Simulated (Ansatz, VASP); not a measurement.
**Te (Tellurium): VASP beside Ansatz**

One calculation is typed for both programs; each brings its own data sets. How far apart do they land? The cell is taken from a series of runs on this material, whose earlier steps may have relaxed, scaled, displaced or heated it; both programs get it as it stands.

Method: plane waves, with VASP 6.6.1 beside it; zone-centre phonons at LDA, in Ansatz 0.2.0.

**1. Starting point**

It takes space group P3_121 (No. 152, trigonal). The conventional cell has a = 4.256 Å, b = 4.256 Å, c = 5.928 Å, α = 90.00°, β = 90.00°, γ = 120.00°. Nearest to Te lie 2 Te at 2.90 Å.

Structure file:

```cif
data_structure
_symmetry_space_group_name_H-M 'P 1'
_symmetry_Int_Tables_number 1
_cell_length_a 4.2563
_cell_length_b 4.2563
_cell_length_c 5.9283
_cell_angle_alpha 90.000
_cell_angle_beta 90.000
_cell_angle_gamma 120.000
_cell_volume 93.01
loop_
_atom_site_label
_atom_site_type_symbol
_atom_site_fract_x
_atom_site_fract_y
_atom_site_fract_z
_atom_site_occupancy
Te1 Te 0.28793 0.00000 0.33333 1
Te2 Te 0.00000 0.28793 0.66667 1
Te3 Te 0.71207 0.71207 0.00000 1
```

**2. VASP: zone-centre phonons, LDA**

Second derivatives magnify differences that forces hide, and they need a tight electronic threshold.

Lines of VASP's logs that name or quote its potential files are left out, and so is its time.

Contents of INCAR:

```
SYSTEM = Te
PREC = Accurate
ENCUT = 500
EDIFF = 1E-08
NELM = 120
ISMEAR = 1
SIGMA = 0.2
LREAL = .FALSE.
ALGO = Normal
GGA = PW92
NBANDS = 15
LORBIT = 11
LWAVE = .FALSE.
LCHARG = .FALSE.
ISIF = 2
IBRION = 8
LASPH = .TRUE.
GGA_COMPAT = .FALSE.
KPAR = 2
```

Contents of POSCAR:

```
Te
1.0
    4.2563043708      0.0000000000      0.0000000000
   -2.1281521854      3.6860677114      0.0000000000
    0.0000000000      0.0000000000      5.9282839109
Te
3
Direct
    0.2879274068      0.0000000000      0.3333333333
    1.0000000000      0.2879274068      0.6666666667
    0.7120725932      0.7120725932      0.0000000000
```

Contents of KPOINTS:

```
Automatic mesh
0
Gamma
12 12 8
0 0 0
```

Potentials, in the order of the species: Te (LDA family, release 64).

Started as:

```
$ mpirun -np 2 vasp_std
```

Numbers of over 12 decimals in the logs are rounded to 6 here.

The log of the run:

```text
[banner, memory and clock lines left out]
running    2 mpi-ranks, on    1 nodes
 distrk:  each k-point on    1 cores,    2 groups
 distr:  one band on    1 cores,    1 groups

 POSCAR found type information on POSCAR Te
 POSCAR found :  1 types and       3 ions
|                                                                             |
|               ----> ADVICE to this user running VASP <----                  |
|                                                                             |
|     You enforced a specific xc type in the INCAR file but a different       |
|     [... a line on the potential file left out ...]
|     I HOPE YOU KNOW WHAT YOU ARE DOING!                                     |
|                                                                             |

 LDA part: xc-table for (Slater(with rela. corr.)+PW92), standard interpolation
 POSCAR, INCAR and KPOINTS ok, starting setup
 FFT: planning ... GRIDC
 FFT: planning ... GRID_SOFT
 FFT: planning ... GRID
 WAVECAR not read
 entering main loop
       N       E                     dE             d eps       ncg     rms          rms(c)
DAV:   1     0.729494458723E+02    0.72949E+02   -0.64826E+03  3930   0.942E+02
DAV:   2    -0.657639081276E+01   -0.79526E+02   -0.75838E+02  5359   0.141E+02
DAV:   3    -0.113493961071E+02   -0.47730E+01   -0.47432E+01  4651   0.396E+01
DAV:   4    -0.114312465948E+02   -0.81850E-01   -0.81815E-01  5609   0.614E+00
DAV:   5    -0.114326368628E+02   -0.13903E-02   -0.13903E-02  5061   0.713E-01    0.138E+01
DAV:   6    -0.114093420391E+02    0.23295E-01   -0.12059E-02  4994   0.646E-01    0.854E+00
DAV:   7    -0.114003920863E+02    0.89500E-02   -0.24435E-02  4455   0.884E-01    0.254E-01
DAV:   8    -0.113999768461E+02    0.41524E-03   -0.39127E-03  4483   0.366E-01    0.128E-01
DAV:   9    -0.113999868874E+02   -0.10041E-04   -0.11220E-04  5612   0.730E-02    0.796E-02
DAV:  10    -0.113999840181E+02    0.28693E-05   -0.88902E-06  5023   0.184E-02    0.893E-03
DAV:  11    -0.113999831816E+02    0.83649E-06   -0.28280E-06  4882   0.996E-03    0.343E-03
DAV:  12    -0.113999831872E+02   -0.56200E-08   -0.30718E-07  5169   0.331E-03    0.170E-03
DAV:  13    -0.113999831939E+02   -0.66543E-08   -0.26528E-08  4394   0.975E-04
   1 F= -.11399983E+02 E0= -.11401156E+02  d E =0.351828E-02
 Linear response reoptimize wavefunctions to high precision
DAV:   1    -0.113999831927E+02    0.12067E-08   -0.43106E-09  4861   0.426E-04
DAV:   2    -0.113999831927E+02    0.30695E-11   -0.34458E-10  2840   0.124E-04
 Linear response DOF=           3
 Linear response progress:
  Degree of freedom:   1/  3
       N       E                     dE             d eps       ncg     rms          rms(c)
RMM:   1    -0.469405499881E-01   -0.46941E-01    0.34013E-02 21957   0.106E+00
RMM:   2    -0.453787137459E-01    0.15618E-02   -0.24217E-03 15012   0.283E-01    0.989E-02
RMM:   3    -0.453149475464E-01    0.63766E-04   -0.88083E-05 15883   0.595E-02    0.682E-02
RMM:   4    -0.452562981627E-01    0.58649E-04   -0.20821E-05 16222   0.234E-02    0.137E-02
RMM:   5    -0.452588620240E-01   -0.25639E-05   -0.64745E-07 16394   0.525E-03    0.588E-03
RMM:   6    -0.452647653789E-01   -0.59034E-05   -0.25870E-07 16169   0.236E-03    0.118E-03
RMM:   7    -0.452642931211E-01    0.47226E-06    0.79722E-08 16666   0.623E-04    0.412E-04
RMM:   8    -0.452635134794E-01    0.77964E-06    0.16278E-07 16331   0.217E-04    0.134E-04
RMM:   9    -0.452635601435E-01   -0.46664E-07   -0.15782E-07 17130   0.580E-05    0.651E-05
RMM:  10    -0.452635820600E-01   -0.21916E-07   -0.16949E-08 17064   0.235E-05    0.234E-05
RMM:  11    -0.452635660003E-01    0.16060E-07    0.12169E-08 17020   0.144E-05    0.978E-06
RMM:  12    -0.452635713926E-01   -0.53923E-08   -0.82370E-09 15857   0.940E-06    0.283E-06
 first order change of Fermi-energy   0.49358E+00
 force on displaced ion       1 direction 1 :  -2.604   0.000   0.000
 Linear response progress:
  Degree of freedom:   2/  3
       N       E                     dE             d eps       ncg     rms          rms(c)
RMM:   1    -0.480717583995E-01   -0.48072E-01    0.27857E-02 40223   0.106E+00
RMM:   2    -0.465594465623E-01    0.15123E-02   -0.24627E-03 27335   0.280E-01    0.766E-02
RMM:   3    -0.464316702917E-01    0.12778E-03   -0.10803E-04 28721   0.621E-02    0.512E-02
RMM:   4    -0.463496615379E-01    0.82009E-04   -0.33446E-05 29236   0.273E-02    0.144E-02
RMM:   5    -0.463519241133E-01   -0.22626E-05   -0.13467E-06 29659   0.640E-03    0.763E-03
RMM:   6    -0.463596200907E-01   -0.76960E-05   -0.34795E-07 29424   0.218E-03    0.101E-03
RMM:   7    -0.463594760049E-01    0.14409E-06    0.85154E-08 30421   0.494E-04    0.523E-04
RMM:   8    -0.463589626928E-01    0.51331E-06    0.74689E-08 30365   0.193E-04    0.120E-04
RMM:   9    -0.463590202939E-01   -0.57601E-07   -0.17622E-07 31082   0.492E-05    0.190E-05
RMM:  10    -0.463590169649E-01    0.33289E-08   -0.33010E-08 30893   0.226E-05    0.110E-05
 first order change of Fermi-energy   0.56828E-04
 force on displaced ion       1 direction 2 :  -0.000  -2.385  -0.365
 Linear response progress:
  Degree of freedom:   3/  3
       N       E                     dE             d eps       ncg     rms          rms(c)
RMM:   1    -0.592024424476E-01   -0.59202E-01    0.42897E-02 42394   0.109E+00
RMM:   2    -0.562032865235E-01    0.29992E-02   -0.31066E-03 27505   0.309E-01    0.261E-01
RMM:   3    -0.559215871676E-01    0.28170E-03   -0.56139E-04 28610   0.992E-02    0.177E-01
RMM:   4    -0.558798056922E-01    0.41781E-04   -0.18937E-05 29022   0.256E-02    0.883E-02
RMM:   5    -0.558692541777E-01    0.10552E-04   -0.59320E-06 29727   0.135E-02    0.400E-03
RMM:   6    -0.558723724155E-01   -0.31182E-05   -0.32102E-07 29769   0.305E-03    0.259E-03
RMM:   7    -0.558747793186E-01   -0.24069E-05   -0.20084E-07 30089   0.112E-03    0.487E-04
RMM:   8    -0.558745972552E-01    0.18206E-06    0.13141E-07 30535   0.313E-04    0.226E-04
RMM:   9    -0.558747043338E-01   -0.10708E-06   -0.10047E-07 30754   0.928E-05    0.505E-05
RMM:  10    -0.558747846088E-01   -0.80275E-07   -0.12417E-07 31073   0.336E-05    0.115E-05
RMM:  11    -0.558747971756E-01   -0.12567E-07   -0.33042E-09 31395   0.148E-05    0.224E-06
RMM:  12    -0.558747937177E-01    0.34579E-08   -0.87556E-09 30243   0.968E-06    0.769E-07
 first order change of Fermi-energy   0.39256E-04
 force on displaced ion       1 direction 3 :  -0.002  -0.367  -5.017
 Linear response finished
```

OUTCAR, selected parts (step 2):

```text
ion  position               nearest neighbor table
   1  0.288  0.000  0.333-   3 2.90   2 2.90   3 3.30   3 3.30   2 3.30   2 3.30
   2  0.000  0.288  0.667-   3 2.90   1 2.90   3 3.30   3 3.30   1 3.30   1 3.30
   3  0.712  0.712  0.000-   1 2.90   2 2.90   1 3.30   2 3.30   2 3.30   1 3.30

  LATTYP: Found a hexagonal cell.
 ALAT       =     4.2563043708
 C/A-ratio  =     1.3928242425

 Subroutine GETGRP returns: Found  6 space group operations
 (whereof  2 operations were pure point group operations)

The static configuration has the point symmetry C_2 .
 The point group associated with its full space group is D_3 .

 Found    131 irreducible k-points:

   k-points           NKPTS =    131   k-points in BZ     NKDIM =    131   number of bands    NBANDS=     15

   dimension x,y,z NGX =    32 NGY =   32 NGZ =   48
   dimension x,y,z NGXF=    64 NGYF=   64 NGZF=   96

   ENCUT  =  500.0 eV  36.75 Ry    6.06 a.u.   7.76  7.76 10.81*2*pi/ulx,y,z

   NELECT =      18.0000    total number of electrons

 k-points in reciprocal lattice and weights: Automatic mesh
   0.00000000  0.00000000  0.00000000       0.001
   0.08333333  0.00000000  0.00000000       0.005
   0.16666667 -0.00000000  0.00000000       0.005
   0.25000000  0.00000000  0.00000000       0.005
   0.33333333  0.00000000  0.00000000       0.005
   0.41666667  0.00000000  0.00000000       0.005
   0.50000000  0.00000000  0.00000000       0.003
   0.08333333  0.08333333  0.00000000       0.005
   0.16666667  0.08333333  0.00000000       0.010
[...]
0.33333333  0.25000000  0.50000000       0.010
   0.33333333  0.33333333  0.50000000       0.002

 average (electrostatic) potential at core
       1 -88.8294       2 -88.8294       3 -88.8294

  Total        0.2721487      0.2721487      0.3057298     -0.0000000      0.0000000      0.0000000
  in kB        4.6880468      4.6880468      5.2665159     -0.0000000      0.0000000      0.0000000
  external PRESSURE =       4.8808698 kB  Pullay stress =       0.0000000 kB

  energy-cutoff  :      500.00
  volume of cell :       93.01
      direct lattice vectors                 reciprocal lattice vectors
     4.256304371  0.000000000  0.000000000     0.234945604  0.135645908  0.000000000
    -2.128152185  3.686067711  0.000000000     0.000000000  0.271291815  0.000000000
     0.000000000  0.000000000  5.928283911     0.000000000  0.000000000  0.168682879

 POSITION                                       TOTAL-FORCE (eV/Angst)
 -----------------------------------------------------------------------------------
      1.22551      0.00000      1.97609         0.021763     -0.000000      0.000000
     -0.61275      1.06132      3.95219        -0.010881      0.018847      0.000000
      1.51540      2.62475      0.00000        -0.010881     -0.018847      0.000000
 -----------------------------------------------------------------------------------
    total drift:                                0.000000      0.000000      0.000000

 Eigenvectors and eigenvalues of the dynamical matrix
 ----------------------------------------------------

   1 f  =    3.831141 THz    24.071769 2PiTHz  127.793106 cm-1    15.844319 meV
             X         Y         Z           dx          dy          dz
      1.225507  0.000000  1.976095    -0.091806   -0.041876   -0.333516
     -0.612753  1.061320  3.952189     0.009674    0.100448   -0.466723
      1.515399  2.624748  0.000000     0.082190   -0.058598    0.800239

   2 f  =    3.831141 THz    24.071769 2PiTHz  127.793106 cm-1    15.844319 meV
             X         Y         Z           dx          dy          dz
      1.225507  0.000000  1.976095     0.041859   -0.091845   -0.731481
     -0.612753  1.061320  3.952189    -0.100466    0.009635    0.654574
      1.515399  2.624748  0.000000     0.058581    0.082152    0.076907

   3 f  =    2.943403 THz    18.493945 2PiTHz   98.181349 cm-1    12.172930 meV
             X         Y         Z           dx          dy          dz
      1.225507  0.000000  1.976095    -0.577350    0.000000    0.000000
     -0.612753  1.061320  3.952189     0.288675   -0.500000   -0.000000
      1.515399  2.624748  0.000000     0.288675    0.500000    0.000000

   4 f  =    2.721404 THz    17.099087 2PiTHz   90.776273 cm-1    11.254818 meV
             X         Y         Z           dx          dy          dz
      1.225507  0.000000  1.976095     0.000000    0.577350   -0.000078
     -0.612753  1.061320  3.952189    -0.500000   -0.288675   -0.000078
      1.515399  2.624748  0.000000     0.500000   -0.288675   -0.000078

   5 f  =    2.456988 THz    15.437709 2PiTHz   81.956287 cm-1    10.161280 meV
             X         Y         Z           dx          dy          dz
      1.225507  0.000000  1.976095    -0.468928   -0.321358    0.080688
     -0.612753  1.061320  3.952189    -0.043906    0.566787    0.061609
      1.515399  2.624748  0.000000     0.512740   -0.245364   -0.142297

   6 f  =    2.456988 THz    15.437709 2PiTHz   81.956287 cm-1    10.161280 meV
             X         Y         Z           dx          dy          dz
      1.225507  0.000000  1.976095     0.321401   -0.468865    0.117725
     -0.612753  1.061320  3.952189    -0.566744   -0.043843   -0.128740
      1.515399  2.624748  0.000000     0.245408    0.512803    0.011016

   7 f/i=    0.000215 THz     0.001353 2PiTHz    0.007182 cm-1     0.000890 meV
             X         Y         Z           dx          dy          dz
      1.225507  0.000000  1.976095    -0.346047   -0.462164    0.000031
     -0.612753  1.061320  3.952189    -0.346101   -0.462141   -0.000036
      1.515399  2.624748  0.000000    -0.346054   -0.462106    0.000005

   8 f/i=    0.000215 THz     0.001353 2PiTHz    0.007182 cm-1     0.000890 meV
             X         Y         Z           dx          dy          dz
      1.225507  0.000000  1.976095     0.462110   -0.346088    0.000023
     -0.612753  1.061320  3.952189     0.462133   -0.346034    0.000015
      1.515399  2.624748  0.000000     0.462168   -0.346081   -0.000039

   9 f/i=    0.000369 THz     0.002318 2PiTHz    0.012308 cm-1     0.001526 meV
             X         Y         Z           dx          dy          dz
      1.225507  0.000000  1.976095    -0.000000    0.000078    0.577350
     -0.612753  1.061320  3.952189    -0.000068   -0.000039    0.577350
      1.515399  2.624748  0.000000     0.000068   -0.000039    0.577350

 ELASTIC MODULI CONTR FROM IONIC RELAXATION (kBar)
 Direction    XX          YY          ZZ          XY          YZ          ZX
 --------------------------------------------------------------------------------
 XX        -182.3083    -56.4908   -149.9244     -0.0000    -98.0380      0.0000
 YY         -56.4908   -182.3083   -149.9244     -0.0000     98.0380     -0.0000
 ZZ        -149.9244   -149.9244   -188.2531     -0.0000     -0.0000     -0.0000
 XY          -0.0000     -0.0000     -0.0000    -63.1437      0.0000    -96.2337
 YZ         -98.0380     98.0380     -0.0000      0.0000   -164.4799      0.0000
 ZX           0.0000     -0.0000     -0.0000    -96.2337      0.0000   -158.8719
 --------------------------------------------------------------------------------
```

[end of part 1 of 2]

[Lines on the potential files, build, host, timing and source positions are cut from VASP's logs without a mark.]

[Logs are printed without paths, hosts, clocks, repeated set-up lines and the standing remarks that a program may print on its own settings, such as how far it seeks lower states.]

[Hosts, paths, dates, database ids (printed as entryN), source tags and the programs' standing remarks are cut or masked in the printed files.]
